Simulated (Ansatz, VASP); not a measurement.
## Al2O3 (Corundum): VASP beside Ansatz

Aim: how closely do two programs agree when they are given the same cell, functional and k mesh?

Main program and level: Ansatz 0.2.0; plane waves, with VASP 6.6.1 beside it; band structure at LDA, band structure at PBE and band structure at r2SCAN.

## Step 1: Starting point

The structure is trigonal, space group R-3c (No. 167). Conventional cell: a = 4.759 Å, b = 4.759 Å, c = 12.996 Å, α = 90.00°, β = 90.00°, γ = 120.00°. Nearest to Al lie 6 O at 1.88 to 1.93 Å. Nearest to O lie 4 Al at 1.88 to 1.93 Å. Farther neighbours and most contacts between anions are not listed.

## Step 2: Ansatz: band structure, LDA

Ansatz runs on its default PAW (the set named soft_2) files.

Levels along a path test the potential and the projectors away from the mesh points.

input.yaml

```yaml
crystal:
  lattice:
    - [2.379485347, 1.3737965056, 4.3321625829]
    - [-2.379485347, 1.3737965056, 4.3321625829]
    - [0.0, -2.7475930112, 4.3321625829]
  atoms:
    - { symbol: Al, position: [0.15, 0.15, 0.15] }
    - { symbol: Al, position: [0.35, 0.35, 0.35] }
    - { symbol: Al, position: [0.85, 0.85, 0.85] }
    - { symbol: Al, position: [0.65, 0.65, 0.65] }
    - { symbol: O, position: [0.95, 0.25, 0.55] }
    - { symbol: O, position: [0.55, 0.95, 0.25] }
    - { symbol: O, position: [0.25, 0.55, 0.95] }
    - { symbol: O, position: [0.05, 0.75, 0.45] }
    - { symbol: O, position: [0.45, 0.05, 0.75] }
    - { symbol: O, position: [0.75, 0.45, 0.05] }
hamiltonian:
  xc: lda
  pseudopotentials: { kind: paw }
kpoints:
  mp_grid: { grid: [6, 6, 6] }
  band_path:
    path:
      - [0.0, 0.0, 0.0]
      - [0.14286, 0.0, 0.0]
      - [0.28571, 0.0, 0.0]
      - [0.5, 0.0, 0.0]
      - [0.5, 0.03339, -0.03339]
      - [0.5, 0.13355, -0.13355]
      - [0.5, 0.20032, -0.20032]
      - [0.72825, 0.5, 0.27175]
      - [0.65217, 0.5, 0.34783]
      - [0.53804, 0.5, 0.46196]
      - [0.5, 0.5, 0.5]
      - [0.35714, 0.35714, 0.35714]
      - [0.14286, 0.14286, 0.14286]
      - [0.0, 0.0, 0.0]
      - [0.10482, 0.0, -0.10482]
      - [0.20963, 0.0, -0.20963]
      - [0.36685, 0.0, -0.36685]
      - [0.61413, 0.38587, 0.0]
      - [0.55706, 0.44294, 0.0]
      - [0.51902, 0.48098, 0.0]
      - [0.5, 0.5, 0.0]
      - [0.55706, 0.55706, 0.10016]
      - [0.5951, 0.5951, 0.16693]
      - [0.63315, 0.63315, 0.23371]
      - [0.5951, 0.5951, 0.30979]
      - [0.53804, 0.53804, 0.42392]
      - [0.5, 0.5, 0.5]
      - [0.57608, 0.10482, 0.10482]
      - [0.65217, 0.20963, 0.20963]
      - [0.76629, 0.36685, 0.36685]
    npoints: 1
scf:
  occupations: { method: gaussian, width: 0.03 }
  n_extra_bands: 11
output:
  forces: true
  stress: true
  eigenvalues: true
```

Run with:

```sh
$ ansatz run input.yaml --threads 4 --pin off --max-ram 9216MiB --backend cpu --events-out ev --progress --plain --runs-dir out
```

Numbers of over 12 decimals in the logs are rounded to 6 here.

Log:

```text
scf.n_extra_bands = 11 over 24 filled bands (N_el = 48.0): the run solves 35 bands
Engine: ansatz 0.2.0, x86_64-unknown-linux-gnu
Pseudopotentials: kind: paw
Pseudopotential: Al, paw, valence charge 3, recommended cutoff 420 eV (normal), Al.paw.azcp
Pseudopotential: O, paw, valence charge 6, recommended cutoff 420 eV (normal), O.paw.azcp
Functional definition: SPW92
  exchange = slater_x
  correlation = pw_c
Crystal: 10 atoms, lattice volume = 84.969 Å³
Basis set: ecut = 420 eV, 1653 PW (Γ)
Bands: 35, of which v1, the nominal top of the filled ones, is band 24 counted from 1 (23 counted from 0)
Symmetry: 12 space group operations
Space group: R-3c (ITA 167), of the structure as read, at distance tolerance 4.4e-5 Å
k-points: 32 of 216
Non-local potential: Al, projectors of the file, l = 0: 2, l = 1: 2, l = 2: 1
Non-local potential: O, projectors of the file, l = 0: 2, l = 1: 2, l = 2: 1
PAW form: soft (Blöchl's): semilocal exchange-correlation on the pseudo side does not see the compensation charge
PAW frozen core: Al, regenerated for the run's functional, and the local potential with it (the file was generated under x = pbe(κ = 0.804, μ = 0.219515), c = pbe(β = 0.066725))
PAW frozen core: O, regenerated for the run's functional, and the local potential with it (the file was generated under x = pbe(κ = 0.804, μ = 0.219515), c = pbe(β = 0.066725))
PAW one-centre angular grid: Al, 110 points (default); XC on 64 Gauss nodes
PAW one-centre angular grid: O, 110 points (default); XC on 64 Gauss nodes
Initial density: superposition of atomic densities (neutral atoms: chi_scale 0, normalization atom), corrected by the library's trained network
Initial wavefunctions: pseudopotential atomic-orbital guess
Functional: x = slater, c = lda
SCF iter   1: F=—  HF=-5399.812375 eV  |F-HF|=—  |Δ(HF+E_count)|=         —  Δρ=1.73e-2  dr2=2.20e-1  ethr=1.77e-3  ⟨swp⟩=7.4  Hψ=5933  notcnv=0  defer=28
preconditioner: auto → Resta (q_TF=auto, 2.481 Å⁻¹)  ε∞=3.6  [insulator: Δε(μ)=6.055 eV  Ē_g=17.464 eV  σ=0.030 eV  W_gap=1.00  n_scr=20 (ndim 8)  ℏωp=27.9 eV  f_vac=0.000  D(μ)=0.00/eV (n_scr^D=0)  ε∞_Penn≈3.6]
SCF iter   2: F=—  HF=-5399.745864 eV  |F-HF|=—  |Δ(HF+E_count)|=   6.65e-2  Δρ=4.01e-3  dr2=5.24e-3  ethr=4.59e-4  ⟨swp⟩=2.7  Hψ=2197  notcnv=0  defer=152
SCF iter   3: F=—  HF=-5399.744355 eV  |F-HF|=—  |Δ(HF+E_count)|=   1.51e-3  Δρ=1.96e-3  dr2=1.64e-3  ethr=1.09e-5  ⟨swp⟩=1.3  Hψ=1048  notcnv=0  defer=152
SCF iter   4: F=—  HF=-5399.743739 eV  |F-HF|=—  |Δ(HF+E_count)|=   6.16e-4  Δρ=1.25e-4  dr2=8.06e-6  ethr=3.42e-6  ⟨swp⟩=2.0  Hψ=1550  notcnv=0  defer=152
SCF iter   5: F=—  HF=-5399.743737 eV  |F-HF|=—  |Δ(HF+E_count)|=   1.57e-6  Δρ=1.81e-5  dr2=1.96e-7  ethr=1.68e-8  ⟨swp⟩=2.0  Hψ=1633  notcnv=0  defer=152
SCF iter   6: F=-5399.743737 eV  HF=-5399.743737 eV  |F-HF|=1.28e-9  |Δ(HF+E_count)|=   1.11e-8  Δρ=2.09e-6  dr2=3.57e-9  ethr=2.08e-10  ⟨swp⟩=11.0  Hψ=5494  notcnv=0
SCF 1 converged in 6 iterations: F = -5399.743737 eV  dr2 = 3.57e-9
  greatest PAW one-centre occupation: 0.854 electrons in one spin orbital (limit 2), on the O atom at site 9 (counted from 0), in its partial waves of l = 0
NSCF: frozen V_eff on 30 k-points
SCF converged after 6 iterations
Free energy (F): -5399.743737 eV
Harris-Foulkes:  -5399.743737 eV  (|F-HF|=1.28e-9)
Internal energy: -5399.743737 eV  (E = F + TS)
E sigma→0 (E₀):  -5399.743737 eV
Fermi energy:    10.462819 eV
--- Per-component energies (eV) ---
  E_band       = 51.592050
  E_kinetic    = 1177.156714
  E_local      = -1995.719620  (includes V_loc(G=0)·N_el)
  E_nonlocal   = 338.524236
  E_hartree    = 732.816796
  E_xc         = -604.264273
  E_vxc        = -692.260022  (∫ρ·V_xc dr)
  E_paw        = -2660.348841  (= ΣΔE_a)
  E_vpaw       = -241.758713  (= ΣTr[D̂ρ^β])
  E_aug_tail   = 0.015429  (compensation charges beyond the density's cutoff)
  E_ewald      = -2388.728572
  E_core_change = 0.804395  (= ΣΔE_core)
  E_smearing   = -0.000000  (= −TS)
  E_closure    = -0.000000  (closes the sum)
  Σ components = -5399.743737   (vs F -5399.743737, Δ=0.00e0)
--- Forces (eV/Å), atoms counted from 1 ---
  atom   1  Al     0.00000000    -0.00000000    -0.56836345
  atom   2  Al     0.00000000     0.00000000     0.56836345
  atom   3  Al    -0.00000000     0.00000000     0.56836345
  atom   4  Al    -0.00000000    -0.00000000    -0.56836345
  atom   5  O     -0.35168295    -0.60913274    -0.00000000
  atom   6  O      0.70336590     0.00000000     0.00000000
  atom   7  O     -0.35168295     0.60913274     0.00000000
  atom   8  O      0.35168295     0.60913274     0.00000000
  atom   9  O     -0.70336590     0.00000000    -0.00000000
  atom  10  O      0.35168295    -0.60913274    -0.00000000
  max |Σ_I F_I| component: 2.21e-16 eV/Å
--- Stress (GPa, compression-positive) ---
       -4.362236      -0.000000      -0.000000
       -0.000000      -4.362236      -0.000000
       -0.000000      -0.000000      -3.911648
  P = ⅓ Tr σ = -4.2120 GPa (-42.120 kbar)
--- Band table (eV; the first three rows and the last of 32) ---
  k-point 0: bands = [... 20 lower, 6.8496, 7.2372, 7.3606, 7.3606, 13.5649, 16.1795, 18.0335, 18.6282, ... 7 higher]
  k-point 1: bands = [... 20 lower, 6.6118, 6.9799, 7.2381, 7.3166, 14.1757, 16.6632, 17.6156, 18.1789, ... 7 higher]
  k-point 2: bands = [... 20 lower, 6.4409, 6.8026, 7.1219, 7.1482, 15.4309, 17.1038, 17.2057, 17.6197, ... 7 higher]
  k-point 31: bands = [... 20 lower, 7.0416, 7.0416, 7.0416, 7.0416, 15.8812, 15.8812, 18.4856, 18.4856, ... 7 higher]
```

Elapsed: 1.7 s, on 4 threads of Intel Xeon Platinum 8488C (Sapphire Rapids), shared host; peak memory 0.45 GiB.

In the SCF lines HF is the Harris–Foulkes energy and dr2 the Hartree energy of the density residual, in eV; the loop may stop once dr2 is under the threshold and the program's other checks hold. Hψ counts applications of the Hamiltonian.

## Step 3: VASP: band structure, LDA

The same cell, functional (in two slightly different forms), mesh and smearing now go to VASP, with its own data sets and cutoff.

Lines of VASP's logs that name or quote its potential files are left out, and so is its time.

INCAR

```
SYSTEM = Al2O3
PREC = Accurate
ENCUT = 460
EDIFF = 1E-06
NELM = 100
ISMEAR = 0
SIGMA = 0.03
LREAL = .FALSE.
ALGO = Normal
GGA = CA
NBANDS = 48
LORBIT = 11
LWAVE = .FALSE.
LCHARG = .FALSE.
KPAR = 8
```

POSCAR

```
Al2O3
1.0
    2.3794853470      1.3737965056      4.3321625829
   -2.3794853470      1.3737965056      4.3321625829
    0.0000000000     -2.7475930112      4.3321625829
Al O
4 6
Direct
    0.1500000000      0.1500000000      0.1500000000
    0.3500000000      0.3500000000      0.3500000000
    0.8500000000      0.8500000000      0.8500000000
    0.6500000000      0.6500000000      0.6500000000
    0.9500000000      0.2500000000      0.5500000000
    0.5500000000      0.9500000000      0.2500000000
    0.2500000000      0.5500000000      0.9500000000
    0.0500000000      0.7500000000      0.4500000000
    0.4500000000      0.0500000000      0.7500000000
    0.7500000000      0.4500000000      0.0500000000
```

KPOINTS

```
Automatic mesh
0
Gamma
6 6 6
0 0 0
```

KPOINTS_OPT

```
Line mode
8
Line-mode
Reciprocal
  0.00000000   0.00000000   0.00000000 GAMMA
  0.50000000   0.00000000   0.00000000 L

  0.50000000   0.00000000   0.00000000 L
  0.50000000   0.23370822  -0.23370822 B1

  0.76629178   0.50000000   0.23370822 B
  0.50000000   0.50000000   0.50000000 Z

  0.50000000   0.50000000   0.50000000 Z
  0.00000000   0.00000000   0.00000000 GAMMA

  0.00000000   0.00000000   0.00000000 GAMMA
  0.36685411   0.00000000  -0.36685411 X

  0.63314589   0.36685411   0.00000000 Q
  0.50000000   0.50000000   0.00000000 F

  0.50000000   0.50000000   0.00000000 F
  0.63314589   0.63314589   0.23370822 P1

  0.63314589   0.63314589   0.23370822 P1
  0.50000000   0.50000000   0.50000000 Z

  0.50000000   0.00000000   0.00000000 L
  0.76629178   0.36685411   0.36685411 P
```

PAW data sets: Al and O (LDA family, release 64).

Run with:

```sh
$ mpirun -np 8 vasp_std
```

Log:

```text
[banner, memory and clock lines left out]
running    8 mpi-ranks, on    1 nodes
 distrk:  each k-point on    1 cores,    8 groups
 distr:  one band on    1 cores,    1 groups

 POSCAR found type information on POSCAR AlO
 POSCAR found :  2 types and      10 ions
|                                                                             |
|           W    W    AA    RRRRR   N    N  II  N    N   GGGG   !!!           |
|           W    W   A  A   R    R  NN   N  II  NN   N  G    G  !!!           |
|           W    W  A    A  R    R  N N  N  II  N N  N  G       !!!           |
|           W WW W  AAAAAA  RRRRR   N  N N  II  N  N N  G  GGG   !            |
|           WW  WW  A    A  R   R   N   NN  II  N   NN  G    G                |
|           W    W  A    A  R    R  N    N  II  N    N   GGGG   !!!           |
|                                                                             |
|     For optimal performance we recommend to set                             |
|       NCORE = 2 up to number-of-cores-per-socket                            |
|     NCORE specifies how many cores store one orbital (NPAR=cpu/NCORE).      |
|     This setting can greatly improve the performance of VASP for DFT.       |
|     The default, NCORE=1 might be grossly inefficient on modern             |
|     multi-core architectures or massively parallel machines. Do your        |
|     Unfortunately you need to use the default for GW and RPA                |
|     calculations (for HF NCORE is supported but not extensively tested      |
|     yet).                                                                   |
|                                                                             |

 LDA part: xc-table for (Slater(with rela. corr.)+CA(PZ))
 , standard interpolation
 POSCAR, INCAR and KPOINTS ok, starting setup
 FFT: planning ... GRIDC
 FFT: planning ... GRID_SOFT
 FFT: planning ... GRID
 WAVECAR not read
 entering main loop
       N       E                     dE             d eps       ncg     rms          rms(c)
DAV:   1     0.156107615176E+03    0.15611E+03   -0.22275E+04  3072   0.864E+02
DAV:   2    -0.818800609304E+02   -0.23799E+03   -0.22980E+03  3720   0.223E+02
DAV:   3    -0.914094729912E+02   -0.95294E+01   -0.94772E+01  3736   0.409E+01
DAV:   4    -0.914637382548E+02   -0.54265E-01   -0.54260E-01  3472   0.355E+00
DAV:   5    -0.914642226317E+02   -0.48438E-03   -0.48437E-03  3712   0.320E-01    0.175E+01
DAV:   6    -0.832411676298E+02    0.82231E+01   -0.16501E+01  3272   0.204E+01    0.612E+00
DAV:   7    -0.831212277388E+02    0.11994E+00   -0.58256E-01  3536   0.339E+00    0.324E+00
DAV:   8    -0.830330561818E+02    0.88172E-01   -0.71332E-02  3528   0.156E+00    0.661E-01
DAV:   9    -0.830284435795E+02    0.46126E-02   -0.52664E-03  3904   0.369E-01    0.276E-01
DAV:  10    -0.830285344331E+02   -0.90854E-04   -0.44802E-04  3408   0.101E-01    0.809E-02
DAV:  11    -0.830285222995E+02    0.12134E-04   -0.85758E-05  3560   0.484E-02    0.276E-02
DAV:  12    -0.830285220159E+02    0.28356E-06   -0.38885E-06  3528   0.111E-02
   1 F= -.83028522E+02 E0= -.83028522E+02  d E =-.384592E-23
 Start KPOINTS_OPT (optional k-point list driver)
k-point batch [1-32\72]
       N       E                     dE             ncg
DAV:   1     0.672700278224E+04   -0.22187E+05     3072
DAV:   2    -0.459149784717E+03   -0.71862E+04     3704
DAV:   3    -0.763909967326E+03   -0.30476E+03     3800
DAV:   4    -0.765793842706E+03   -0.18839E+01     3560
DAV:   5    -0.765813600366E+03   -0.19758E-01     3704
DAV:   6    -0.765813952972E+03   -0.35261E-03     3608
DAV:   7    -0.765813960333E+03   -0.73616E-05     3352
DAV:   8    -0.765813960611E+03   -0.27786E-06     2600
[...]
k-point batch [65-72\72]
       N       E                     dE             ncg
DAV:   1     0.322868582843E+05   -0.82602E+04      768
DAV:   2     0.304483214899E+05   -0.18385E+04      944
DAV:   3     0.303688105500E+05   -0.79511E+02      920
DAV:   4     0.303683269454E+05   -0.48360E+00      896
DAV:   5     0.303683219737E+05   -0.49717E-02      920
DAV:   6     0.303683218851E+05   -0.88639E-04      912
DAV:   7     0.303683218833E+05   -0.18373E-05      824
DAV:   8     0.303683218832E+05   -0.75041E-07      616
```

OUTCAR, selected parts (step 3):

```text
ion  position               nearest neighbor table
   1  0.150  0.150  0.150-   8 1.88   9 1.88  10 1.88   7 1.93   5 1.93   6 1.93   2 2.60   3 2.78
                             3 2.78   3 2.78   2 3.25   2 3.25   2 3.25
   2  0.350  0.350  0.350-  10 1.88   9 1.88   8 1.88   7 1.93   5 1.93   6 1.93   1 2.60   4 2.78
                             4 2.78   4 2.78   1 3.25   1 3.25   1 3.25
   3  0.850  0.850  0.850-   5 1.88   6 1.88   7 1.88   8 1.93  10 1.93   9 1.93   4 2.60   1 2.78
                             1 2.78   1 2.78   4 3.25   4 3.25   4 3.25
   4  0.650  0.650  0.650-   7 1.88   6 1.88   5 1.88   8 1.93  10 1.93   9 1.93   3 2.60   2 2.78
                             2 2.78   2 2.78   3 3.25   3 3.25   3 3.25
   5  0.950  0.250  0.550-   3 1.88   4 1.88   1 1.93   2 1.93
   6  0.550  0.950  0.250-   3 1.88   4 1.88   1 1.93   2 1.93
   7  0.250  0.550  0.950-   4 1.88   3 1.88   1 1.93   2 1.93
   8  0.050  0.750  0.450-   1 1.88   2 1.88   3 1.93   4 1.93
   9  0.450  0.050  0.750-   1 1.88   2 1.88   3 1.93   4 1.93
  10  0.750  0.450  0.050-   2 1.88   1 1.88   3 1.93   4 1.93

  LATTYP: Found a trigonal (rhomboedric) cell.
 ALAT       =     5.1300000000
 COS(alpha) =     0.5697099190

 Subroutine GETGRP returns: Found 12 space group operations
 (whereof  6 operations were pure point group operations)

The static configuration has the point symmetry S_6 .
 The point group associated with its full space group is D_3d.

 Found     32 irreducible k-points:

   k-points           NKPTS =     32   k-points in BZ     NKDIM =     32   number of bands    NBANDS=     48

   dimension x,y,z NGX =    36 NGY =   36 NGZ =   36
   dimension x,y,z NGXF=    72 NGYF=   72 NGZF=   72

   ENCUT  =  460.0 eV  33.81 Ry    5.81 a.u.   8.97  8.97  8.97*2*pi/ulx,y,z

   NELECT =      48.0000    total number of electrons

 k-points in reciprocal lattice and weights: Automatic mesh
   0.00000000  0.00000000  0.00000000       0.005
   0.16666667 -0.00000000 -0.00000000       0.028
   0.33333333  0.00000000  0.00000000       0.028
   0.50000000  0.00000000  0.00000000       0.014
   0.16666667  0.16666667 -0.00000000       0.028
   0.33333333  0.16666667  0.00000000       0.056
   0.50000000  0.16666667  0.00000000       0.056
  -0.33333333  0.16666667  0.00000000       0.056
  -0.16666667  0.16666667  0.00000000       0.028
[...]
-0.33333333  0.50000000  0.33333333       0.028
   0.50000000  0.50000000  0.50000000       0.005

 average (electrostatic) potential at core
       1 -69.7000       2 -69.7000       3 -69.7000       4 -69.7000       5 -68.2395
       6 -68.2395       7 -68.2395       8 -68.2395       9 -68.2395      10 -68.2395

 E-fermi :   5.9939

 k-point     1 :       0.0000    0.0000    0.0000
  band No.  band energies     occupation
    ...
     20       5.2822      2.00000
     21       5.2822      2.00000
     22       5.6689      2.00000
     23       5.7923      2.00000
     24       5.7923      2.00000
     25      12.0043      0.00000
     26      14.5884      0.00000
     27      16.4507      0.00000
     28      17.0583      0.00000
     29      17.1906      0.00000
    ...

 k-point     2 :       0.1667   -0.0000   -0.0000
  band No.  band energies     occupation
    ...
     20       4.9370      2.00000
     21       5.0427      2.00000
     22       5.4123      2.00000
     23       5.6703      2.00000
     24       5.7483      2.00000
     25      12.6150      0.00000
     26      15.0759      0.00000
     27      16.0308      0.00000
     28      16.6047      0.00000
     29      16.9367      0.00000
    ...

 k-point     3 :       0.3333    0.0000    0.0000
  band No.  band energies     occupation
    ...
     20       4.5026      2.00000
     21       4.8710      2.00000
     22       5.2346      2.00000
     23       5.5545      2.00000
     24       5.5801      2.00000
     25      13.8697      0.00000
     26      15.5179      0.00000
     27      15.6247      0.00000
     28      16.0481      0.00000
     29      16.5181      0.00000
    ...

  Total       -2.3521792     -2.3521792     -2.1291026      0.0000000      0.0000000      0.0000000
  in kB      -44.3526481    -44.3526481    -40.1463191      0.0000000      0.0000000      0.0000000
  external PRESSURE =     -42.9505384 kB  Pullay stress =       0.0000000 kB

  energy-cutoff  :      460.00
  volume of cell :       84.97
      direct lattice vectors                 reciprocal lattice vectors
     2.379485347  1.373796506  4.332162583     0.210129472  0.121318307  0.076943865
    -2.379485347  1.373796506  4.332162583    -0.210129472  0.121318307  0.076943865
     0.000000000 -2.747593011  4.332162583     0.000000000 -0.242636615  0.076943865

 POSITION                                       TOTAL-FORCE (eV/Angst)
 -----------------------------------------------------------------------------------
      0.00000      0.00000      1.94947         0.000000     -0.000000     -0.584745
      0.00000      0.00000      4.54877         0.000000      0.000000      0.584745
      0.00000      0.00000     11.04701         0.000000      0.000000      0.584745
      0.00000      0.00000      8.44772         0.000000     -0.000000     -0.584745
      1.66564      0.13738      7.58128        -0.358544     -0.621017     -0.000000
     -0.95179      1.37380      7.58128         0.717089      0.000000     -0.000000
     -0.71385     -1.51118      7.58128        -0.358544      0.621017     -0.000000
     -1.66564     -0.13738      5.41520         0.358544      0.621017     -0.000000
      0.95179     -1.37380      5.41520        -0.717089      0.000000     -0.000000
      0.71385      1.51118      5.41520         0.358544     -0.621017     -0.000000
 -----------------------------------------------------------------------------------
    total drift:                                0.000000      0.000000      0.000000

  FREE ENERGIE OF THE ION-ELECTRON SYSTEM (eV)
  ---------------------------------------------------
  free  energy   TOTEN  =       -83.0285220159 eV

  energy  without entropy=      -83.0285220159  energy(sigma->0) =      -83.02852202

 total charge
# of ion       s       p       d       tot
------------------------------------------
    1        0.318   0.415   0.000   0.733
    2        0.318   0.415   0.000   0.733
    3        0.318   0.415   0.000   0.733
    4        0.318   0.415   0.000   0.733
    5        1.543   3.628   0.000   5.171
    6        1.543   3.628   0.000   5.171
    7        1.543   3.628   0.000   5.171
    8        1.543   3.628   0.000   5.171
    9        1.543   3.628   0.000   5.171
   10        1.543   3.628   0.000   5.171
--------------------------------------------------
tot         10.530  23.427   0.000  33.957

[... 3 further parts left out ...]
```

The run ends at a pressure of -4.30 GPa, with forces up to 0.72 eV/Å.

(Continued in part 2 of 3.)

[Lines on the potential files, build, host, timing and source positions are cut from VASP's logs without a mark.]

[Logs are printed without paths, hosts, clocks, repeated set-up lines and the standing remarks that a program may print on its own settings, such as how far it seeks lower states.]

[Hosts, paths, dates, database ids (printed as entryN), source tags and the programs' standing remarks are cut or masked in the printed files.]
